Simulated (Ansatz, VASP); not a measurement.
# Be (Beryllium): VASP beside Ansatz

Aim: how closely do two programs agree when they are given the same cell, functional and k mesh? The cell is taken from a series of runs on this material, whose earlier steps may have relaxed, scaled, displaced or heated it; both programs get it as it stands.

Calculated with Ansatz 0.2.0; plane waves, with VASP 6.6.1 beside it; zone-centre phonons at LDA.

## (1) The starting structure

It takes space group P6_3/mmc (No. 194, hexagonal). Conventional cell: a = 2.232 Å, b = 2.232 Å, c = 3.406 Å, α = 90.00°, β = 90.00°, γ = 120.00°. Nearest to Be lie 12 Be at 2.14 to 2.23 Å.

As a file:

```xyz
2
Lattice="2.2320 0.0000 0.0000 -1.1160 1.9330 0.0000 0.0000 0.0000 3.4060" Properties=species:S:1:pos:R:3 pbc="T T T"
Be    0.0000    1.2887    0.8515
Be    1.1160    0.6443    2.5545
```

## (2) VASP: zone-centre phonons, LDA, pair 1

Second derivatives magnify differences that forces hide, and they need a tight electronic threshold.

Lines of VASP's logs that name or quote its potential files are left out, and so is its time.

Input file INCAR:

```
SYSTEM = Be
PREC = Accurate
ENCUT = 600
EDIFF = 1E-08
NELM = 120
ISMEAR = 1
SIGMA = 0.2
LREAL = .FALSE.
ALGO = Normal
GGA = CA
NBANDS = 8
LORBIT = 11
LWAVE = .FALSE.
LCHARG = .FALSE.
ISIF = 2
IBRION = 8
LASPH = .TRUE.
GGA_COMPAT = .FALSE.
KPAR = 2
```

Input file POSCAR:

```
Be
1.0
    2.2320306542      0.0000000000      0.0000000000
   -1.1160153271      1.9329952486      0.0000000000
    0.0000000000      0.0000000000      3.4060450082
Be
2
Direct
    0.3333333294      0.6666666706      0.2500000000
    0.6666666706      0.3333333294      0.7500000000
```

Input file KPOINTS:

```
Automatic mesh
0
Gamma
24 24 12
0 0 0
```

Potentials, in the order of the species: Be (LDA family, release 64).

On the command line:

```bash
> mpirun -np 2 vasp_std
```

Numbers of over 12 decimals in the logs are rounded to 6 here.

Log:

```text
[banner, memory and clock lines left out]
running    2 mpi-ranks, on    1 nodes
 distrk:  each k-point on    1 cores,    2 groups
 distr:  one band on    1 cores,    1 groups

 POSCAR found type information on POSCAR Be
 POSCAR found :  1 types and       2 ions
 LDA part: xc-table for (Slater(with rela. corr.)+CA(PZ))
 , standard interpolation
 POSCAR, INCAR and KPOINTS ok, starting setup
 FFT: planning ... GRIDC
 FFT: planning ... GRID_SOFT
 FFT: planning ... GRID
 WAVECAR not read
 entering main loop
       N       E                     dE             d eps       ncg     rms          rms(c)
DAV:   1    -0.420493426990E+01   -0.42049E+01   -0.20437E+03  6944   0.469E+02
DAV:   2    -0.845003734048E+01   -0.42451E+01   -0.41390E+01 10760   0.468E+01
DAV:   3    -0.846406999758E+01   -0.14033E-01   -0.14021E-01  7168   0.270E+00
DAV:   4    -0.846407356743E+01   -0.35699E-05   -0.35707E-05 10080   0.479E-02
DAV:   5    -0.846407356826E+01   -0.83047E-09   -0.13475E-09  7256   0.165E-04    0.134E+00
DAV:   6    -0.841909696919E+01    0.44977E-01   -0.36158E-03  9176   0.430E-01    0.807E-01
DAV:   7    -0.839865483634E+01    0.20442E-01   -0.59027E-03  9720   0.534E-01    0.235E-02
DAV:   8    -0.839864674521E+01    0.80911E-05   -0.10267E-05  7208   0.318E-02    0.583E-03
DAV:   9    -0.839864553024E+01    0.12150E-05   -0.69398E-07  9392   0.701E-03    0.590E-04
DAV:  10    -0.839864552290E+01    0.73379E-08   -0.13449E-09  6608   0.355E-04
   1 F= -.83986455E+01 E0= -.83987325E+01  d E =0.260946E-03
 Linear response reoptimize wavefunctions to high precision
DAV:   1    -0.839864552204E+01    0.86054E-09   -0.31444E-10  7736   0.151E-04
DAV:   2    -0.839864552204E+01   -0.85265E-13   -0.75075E-13  3504   0.731E-06
 Linear response DOF=           2
 Linear response progress:
  Degree of freedom:   1/  2
       N       E                     dE             d eps       ncg     rms          rms(c)
RMM:   1    -0.741227737287E-02   -0.74123E-02   -0.30137E-03 68368   0.305E-01
RMM:   2    -0.734639137264E-02    0.65886E-04   -0.21175E-05 50733   0.273E-02    0.289E-02
RMM:   3    -0.735642925548E-02   -0.10038E-04   -0.10599E-06 51348   0.710E-03    0.172E-02
RMM:   4    -0.739787256556E-02   -0.41443E-04   -0.22353E-06 51389   0.102E-02    0.416E-04
RMM:   5    -0.739791291624E-02   -0.40351E-07    0.20380E-08 53389   0.326E-04    0.143E-04
RMM:   6    -0.739790316476E-02    0.97515E-08   -0.38617E-09 53373   0.112E-04    0.654E-06
 first order change of Fermi-energy   0.19095E-05
 force on displaced ion       1 direction 1 :  -4.303   0.000   0.000
 Linear response progress:
  Degree of freedom:   2/  2
       N       E                     dE             d eps       ncg     rms          rms(c)
RMM:   1    -0.197146308220E-01   -0.19715E-01    0.10488E-02 24437   0.681E-01
RMM:   2    -0.167484288634E-01    0.29662E-02   -0.24869E-03 16109   0.781E-02    0.120E-01
RMM:   3    -0.157174225050E-01    0.10310E-02    0.69704E-04 15996   0.956E-02    0.456E-02
RMM:   4    -0.159329182911E-01   -0.21550E-03    0.21672E-04 16377   0.562E-02    0.423E-03
RMM:   5    -0.159728261518E-01   -0.39908E-04   -0.24969E-05 17182   0.332E-03    0.735E-04
RMM:   6    -0.159718997674E-01    0.92638E-06   -0.42823E-06 17201   0.551E-04    0.750E-05
RMM:   7    -0.159713910041E-01    0.50876E-06   -0.56168E-07 17752   0.303E-05    0.116E-05
RMM:   8    -0.159713523761E-01    0.38628E-07   -0.47624E-08 17611   0.674E-06    0.877E-07
RMM:   9    -0.159713475957E-01    0.47804E-08   -0.17141E-08 13490   0.636E-07    0.178E-07
 first order change of Fermi-energy   0.20038E-04
 force on displaced ion       1 direction 3 :  -0.000   0.000 -10.208
 Linear response finished
```

OUTCAR, selected parts (step 2):

```text
ion  position               nearest neighbor table
   1  0.333  0.667  0.250-   2 2.14   2 2.14   2 2.14   2 2.14   2 2.14   2 2.14
   2  0.667  0.333  0.750-   1 2.14   1 2.14   1 2.14   1 2.14   1 2.14   1 2.14

  LATTYP: Found a hexagonal cell.
 ALAT       =     2.2320306542
 C/A-ratio  =     1.5259848702

 Subroutine GETGRP returns: Found 24 space group operations
 (whereof 12 operations were pure point group operations)

The static configuration has the point symmetry D_3d.
 The point group associated with its full space group is D_6h.

 Found    427 irreducible k-points:

   k-points           NKPTS =    427   k-points in BZ     NKDIM =    427   number of bands    NBANDS=      8

   dimension x,y,z NGX =    18 NGY =   18 NGZ =   28
   dimension x,y,z NGXF=    36 NGYF=   36 NGZF=   56

   ENCUT  =  600.0 eV  44.10 Ry    6.64 a.u.   4.46  4.46  6.80*2*pi/ulx,y,z

   NELECT =       4.0000    total number of electrons

 k-points in reciprocal lattice and weights: Automatic mesh
   0.00000000  0.00000000  0.00000000       0.000
   0.04166667  0.00000000  0.00000000       0.001
   0.08333333  0.00000000  0.00000000       0.001
   0.12500000  0.00000000  0.00000000       0.001
   0.16666667  0.00000000  0.00000000       0.001
   0.20833333  0.00000000  0.00000000       0.001
   0.25000000  0.00000000  0.00000000       0.001
   0.29166667  0.00000000  0.00000000       0.001
   0.33333333  0.00000000  0.00000000       0.001
[...]
0.33333333  0.29166667  0.50000000       0.002
   0.33333333  0.33333333  0.50000000       0.000

 average (electrostatic) potential at core
       1 -29.5840       2 -29.5840

  Total        0.0491602      0.0491602      1.2185285     -0.0000000     -0.0000000      0.0000000
  in kB        5.3597312      5.3597312    132.8510320     -0.0000000     -0.0000000      0.0000000
  external PRESSURE =      47.8568315 kB  Pullay stress =       0.0000000 kB

  energy-cutoff  :      600.00
  volume of cell :       14.70
      direct lattice vectors                 reciprocal lattice vectors
     2.232030654  0.000000000  0.000000000     0.448022521  0.258665923  0.000000000
    -1.116015327  1.932995249  0.000000000     0.000000000  0.517331846  0.000000000
     0.000000000  0.000000000  3.406045008     0.000000000  0.000000000  0.293595651

 POSITION                                       TOTAL-FORCE (eV/Angst)
 -----------------------------------------------------------------------------------
     -0.00000      1.28866      0.85151        -0.000000      0.000000      0.000000
      1.11602      0.64433      2.55453         0.000000     -0.000000      0.000000
 -----------------------------------------------------------------------------------
    total drift:                                0.000000     -0.000000      0.000000

 Eigenvectors and eigenvalues of the dynamical matrix
 ----------------------------------------------------

   1 f  =   23.528666 THz   147.834968 2PiTHz  784.831818 cm-1    97.306700 meV
             X         Y         Z           dx          dy          dz
     -0.000000  1.288664  0.851511     0.000000    0.000000   -0.707107
      1.116015  0.644332  2.554534    -0.000000    0.000000    0.707107

   2 f  =   15.275652 THz    95.979754 2PiTHz  509.540914 cm-1    63.174993 meV
             X         Y         Z           dx          dy          dz
     -0.000000  1.288664  0.851511    -0.000000   -0.707107    0.000000
      1.116015  0.644332  2.554534    -0.000000    0.707107    0.000000

   3 f  =   15.275652 THz    95.979754 2PiTHz  509.540914 cm-1    63.174993 meV
             X         Y         Z           dx          dy          dz
     -0.000000  1.288664  0.851511     0.707107   -0.000000    0.000000
      1.116015  0.644332  2.554534    -0.707107    0.000000    0.000000

   4 f  =    0.000000 THz     0.000000 2PiTHz    0.000000 cm-1     0.000000 meV
             X         Y         Z           dx          dy          dz
     -0.000000  1.288664  0.851511     0.000000    0.707107    0.000000
      1.116015  0.644332  2.554534     0.000000    0.707107    0.000000

   5 f  =    0.000000 THz     0.000000 2PiTHz    0.000000 cm-1     0.000000 meV
             X         Y         Z           dx          dy          dz
     -0.000000  1.288664  0.851511    -0.000000    0.000000    0.707107
      1.116015  0.644332  2.554534     0.000000    0.000000    0.707107

   6 f/i=    0.000000 THz     0.000001 2PiTHz    0.000005 cm-1     0.000001 meV
             X         Y         Z           dx          dy          dz
     -0.000000  1.288664  0.851511     0.707107   -0.000000   -0.000000
      1.116015  0.644332  2.554534     0.707107   -0.000000    0.000000

 ELASTIC MODULI CONTR FROM IONIC RELAXATION (kBar)
 Direction    XX          YY          ZZ          XY          YZ          ZX
 --------------------------------------------------------------------------------
 XX        -259.6621    259.6621     -0.0000      0.0000      0.0000      0.0000
 YY         259.6621   -259.6621      0.0000      0.0000      0.0000      0.0000
 ZZ          -0.0000      0.0000     -0.0000      0.0000      0.0000      0.0000
 XY          -0.0000      0.0000      0.0000   -259.6621      0.0000      0.0000
 YZ           0.0000      0.0000      0.0000      0.0000      0.0000      0.0000
 ZX           0.0000      0.0000      0.0000      0.0000      0.0000      0.0000
 --------------------------------------------------------------------------------
```

## (3) Ansatz: zone-centre phonons, LDA, pair 1

Ansatz runs on its PAW soft_1 files.

The same cell, functional (in two slightly different forms), mesh and smearing now go to Ansatz, which takes its cutoff from its data sets.

Input file input.yaml:

```yaml
crystal:
  lattice:
    - [2.2320306542, 0.0, 0.0]
    - [-1.1160153271, 1.9329952486, 0.0]
    - [0.0, 0.0, 3.4060450082]
  atoms:
    - { symbol: Be, position: [0.3333333294, 0.6666666706, 0.25] }
    - { symbol: Be, position: [0.6666666706, 0.3333333294, 0.75] }
kpoints:
  mp_grid: { grid: [24, 24, 12] }
hamiltonian:
  xc: lda
  pseudopotentials: { kind: paw, azcp: { folder: soft_1 }, xc_functional: pbe }
scf:
  occupations: { method: methfessel_paxton, width: 0.2 }
output:
  eigenvalues: true
phonons:
  method: dfpt
```

On the command line:

```bash
> ansatz run input.yaml --threads 4 --pin off --max-ram 10240MiB --backend cpu --events-out ev --progress --plain --runs-dir out
```

Log:

```text
zone centre: on kpoints.mp_grid the ground state, and the responses unless they are solved on pairs of k-points, stand on 1099 of the mesh's 6912 k-points, reduced under 4 symmetry operations, with k and −k counted as one. Each operation leaves every solved displacement unchanged or reverses it
Engine: ansatz 0.2.0, aarch64-unknown-linux-gnu
Pseudopotentials: kind: paw
Pseudopotential: Be, paw, valence charge 2, recommended cutoff 420 eV (normal), soft_1/Be.paw.azcp
Functional definition: SPW92
  exchange = slater_x
  correlation = pw_c
Crystal: 2 atoms, lattice volume = 14.695 Å³
Basis set: ecut = 420 eV, 299 PW (Γ), exchange–correlation on 30×30×48 points (8 copies of the dense FFT grid, shifted against one another)
Bands: 6, of which v1, the nominal top of the filled ones, is band 2 counted from 1 (1 counted from 0)
Symmetry: 24 space group operations
k-points: 1099 of 6912 (irreducible under 4 space group operations, time reversal used)
Non-local potential: Be, projectors of the file, l = 0: 2, l = 1: 2, l = 2: 1
PAW form: soft (Blöchl's): semilocal exchange-correlation on the pseudo side does not see the compensation charge
PAW frozen core: Be, regenerated for the run's functional, and the local potential with it (the file was generated under x = pbe(κ = 0.804, μ = 0.219515), c = pbe(β = 0.066725))
PAW one-centre angular grid: Be, 110 points (default); XC on 64 Gauss nodes
Initial density: superposition of atomic densities (chi_scale 0.1, normalization cell)
Initial wavefunctions: pseudopotential atomic-orbital guess
Functional: x = slater, c = lda
SCF iter   1: F=—  HF=-176.450833 eV  |F-HF|=—  |Δ(HF+E_count)|=         —  Δρ=1.73e-2  dr2=3.28e-2  ethr=3.10e-3  ⟨swp⟩=4.7  Hψ=54037  notcnv=0
preconditioner: auto → none  [metal: Δε(μ)=0.018 eV  Ē_g=13.411 eV  σ=0.200 eV  W_gap=0.08  n_scr=2 (ndim 8)  ℏωp=19.4 eV  f_vac=0.000  D(μ)=0.16/eV (n_scr^D=0)  sad-step TF]
SCF iter   2: F=—  HF=-176.451224 eV  |F-HF|=—  |Δ(HF+E_count)|=   3.91e-4  S|Δr|=    0.00e0  Δρ=1.06e-2  dr2=1.26e-2  ethr=8.20e-4  ⟨swp⟩=1.0  Hψ=15386  notcnv=0
SCF iter   3: F=—  HF=-176.450002 eV  |F-HF|=—  |Δ(HF+E_count)|=   1.22e-3  S|Δr|=    0.00e0  Δρ=5.09e-4  dr2=3.11e-5  ethr=3.16e-4  ⟨swp⟩=1.0  Hψ=6591  notcnv=0
SCF iter   4: F=—  HF=-176.449995 eV  |F-HF|=—  |Δ(HF+E_count)|=   7.09e-6  S|Δr|=    0.00e0  Δρ=2.60e-5  dr2=7.18e-8  ethr=7.78e-7  ⟨swp⟩=1.0  Hψ=6637  notcnv=0
SCF iter   5: F=—  HF=-176.449995 eV  |F-HF|=—  |Δ(HF+E_count)|=   9.31e-8  S|Δr|=    0.00e0  Δρ=3.56e-6  dr2=9.57e-10  ethr=1.79e-9  ⟨swp⟩=2.3  Hψ=8673  notcnv=0
SCF iter   6: F=—  HF=-176.449995 eV  |F-HF|=—  |Δ(HF+E_count)|=  7.89e-11  S|Δr|=    0.00e0  Δρ=3.30e-7  dr2=1.17e-11  ethr=2.39e-11  ⟨swp⟩=1.1  Hψ=6713  notcnv=0
SCF iter   7: F=-176.449995 eV  HF=-176.449995 eV  |F-HF|=0.00e0  |Δ(HF+E_count)|=  1.73e-12  S|Δr|=    0.00e0  Δρ=3.17e-8  dr2=1.16e-13  ethr=1.00e-12  ⟨swp⟩=4.0  Hψ=16565  notcnv=0
SCF 1 converged in 7 iterations: F = -176.449995 eV  dr2 = 1.16e-13
  greatest PAW one-centre occupation: 0.373 electrons in one spin orbital (limit 2), on the Be atom at site 1 (counted from 0), in its partial waves of l = 0
DFPT response loops at Γ: preconditioner auto → Kerker (q_TF=auto, 2.196 Å⁻¹) (partly filled bands, converged f_vac=0.000); β = 1.00, the filter's whole step (`scf.mixing.beta` (0.50) is not read by the response loops under this deck's `scf.mixing.preconditioner`; to damp them name `kerker` or `kerker_dos`, under which they read `scf.mixing.beta`, and type it under 1.00, their step now; both keys bind the ground state too); Broyden in place of MSR1
SCF converged after 7 iterations
Stability not checked: this state was not tested for a lower state beside it, because cold or Methfessel-Paxton smearing, or corrected tetrahedra, fill the levels in a way that the test cannot read (fill_not_monotonic; see scf.lower_state_search)
Free energy (F): -176.449995 eV
Harris-Foulkes:  -176.449995 eV  (|F-HF|=0.00e0)
Internal energy: -176.450257 eV  (E = F + TS)
E sigma→0 (E₀):  -176.450060 eV
Entropy (-TS):   0.000262 eV (0.131 meV/atom)
Fermi energy:    8.464808 eV
Step filling:    the computed levels leave a gap of 0.0000 eV = 0.0 smearing widths at the electron count; against every level under it full and every level over it empty, smearing changes F+E_penalty+E_count by +0.248 meV and its σ→0 estimate by +0.182 meV
--- Per-component energies (eV) ---
  E_band       = 13.549681
  E_kinetic    = 45.115003
  E_local      = 6.168681  (includes V_loc(G=0)·N_el)
  E_nonlocal   = 8.263124
  E_hartree    = 0.088858
  E_xc         = -41.326404
  E_vxc        = -42.653160  (∫ρ·V_xc dr)
  E_paw        = -109.304370  (= ΣΔE_a)
  E_vpaw       = -3.521682  (= ΣTr[D̂ρ^β])
  E_aug_tail   = -0.000001  (compensation charges beyond the density's cutoff)
  E_ewald      = -85.515722
  E_core_change = 0.060574  (= ΣΔE_core)
  E_smearing   = 0.000262  (= −TS)
  E_closure    = 0.000000  (closes the sum)
  Σ components = -176.449995   (vs F -176.449995, Δ=0.00e0)
--- Band table (eV; the first three rows and the last of 1099) ---
  k-point 0: bands = ["-2.9795", "4.2270", "10.6567", "24.6132", "24.6132", "27.7778"]
  k-point 1: bands = ["-2.9163", "3.8658", "11.1725", "24.6750", "24.6750", "27.7607"]
  k-point 2: bands = ["-2.7266", "3.0200", "12.4800", "24.8576", "24.8576", "27.6969"]
  k-point 1098: bands = ["4.5229", "4.5229", "12.1403", "12.1403", "16.6080", "16.6080"]
--- Phonons (Γ-DFPT): 2 representative perturbations + reference, on 1099 of 6912 k-points (Σ response iterations 6) ---
  k mesh reduced under 4 symmetry operations, with k and −k counted as one. Each operation leaves every solved displacement unchanged or reverses it
  ASR residual: 2.581e-6 → 0.000e0 eV/Å²; symmetrization residual: 1.066e-14 eV/Å²
  ASR residual per site (eV/Å²): 2.58e-6 2.58e-6
  Γ frequencies (cm⁻¹): 0.00 0.00 0.00 509.60 509.60 781.37
  non-analytic LO–TO correction: not included (Born effective charges unavailable; polar crystals: no LO–TO splitting at Γ)
```

The column dr2 measures how far the density is from self-consistency, as an energy; F and HF (Harris–Foulkes) agree once it is small.

## (4) Comparison

Known differences besides the potentials themselves: the two LDA forms differ slightly; the cutoff is 420 eV in Ansatz and 600 eV in VASP; VASP's log shows a relativistic correction to its local exchange, Ansatz's none. Total energies have different zeros and are not compared.

Both answers:

```csv
quantity,Ansatz,VASP,difference
optical mode 1 to 2 (cm⁻¹),509.6,509.5,+0.01 %
optical mode 3 (cm⁻¹),781.4,784.8,-0.44 %
```

Modes are paired by rising frequency, not by their patterns, so a pair may set unlike modes beside each other; they are those without the splitting of longitudinal modes.

(Continued in part 2 of 2.)

[Lines on the potential files, build, host, timing and source positions are cut from VASP's logs without a mark.]

[Logs are printed without paths, hosts, clocks, repeated set-up lines and the standing remarks that a program may print on its own settings, such as how far it seeks lower states.]

[Hosts, paths, dates, database ids (printed as entryN), source tags and the programs' standing remarks are cut or masked in the printed files.]
